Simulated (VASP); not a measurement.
Cost and result of VASP (PAW) for the lattice constant a of RbBr (rock salt). Static lattice. The cost counts the five points of the equation of state, each on the mesh and cut-off of its row, so the ratios hold those differences too. With PBE it took about 90 core-seconds. Times come from single runs on busy shared machines, so they are rough: good to a factor of about 2.

```tsv
level	k-mesh	cut-off (eV)	lattice constant a (Å)	cost over PBE
LDA	7×7×7	520	6.676	within a factor of 2
PBEsol	7×7×7	520	6.851	within a factor of 2
PBE	7×7×7	520	7.022	reference
r2SCAN	7×7×7	520	6.929	about 6 times
SCAN	7×7×7	520	…	about 6 times
```

Q: Some entries are withheld; supply them.

A: 
- SCAN, lattice constant a (Å): 6.895

Left out are levels that failed, ran on another kind of processor or have no fit band path; at most nine are shown.

The compound is RbBr in the rock salt structure.
